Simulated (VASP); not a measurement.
Input:

```
CELL_PARAMETERS angstrom
      0.00000     2.03333     2.03333
      2.03333     0.00000     2.03333
      2.03333     2.03333     0.00000
ATOMIC_POSITIONS crystal
  Li 0.00000 0.00000 0.00000
  H  0.50000 0.50000 0.50000
```

These are vdW-DF2, VASP's PBE PAW potentials (set 64) (plane waves; VASP 6.6.1) values and carry that method's errors. Settings: 520 eV cut-off, 11×11×11 Γ-centred mesh, Gaussian smearing of 0.050 eV, potentials Li_sv H.

Q: Estimate the energy per atom (σ→0), pressure.

A: 
```json
{
 "energy per atom (σ→0)": "-2.872 eV/atom",
 "pressure": "-10.8 kbar"
}
```

The compound is LiH in the rock salt structure. This cell is one point of a volume scan, at 1.03 of the reference volume.
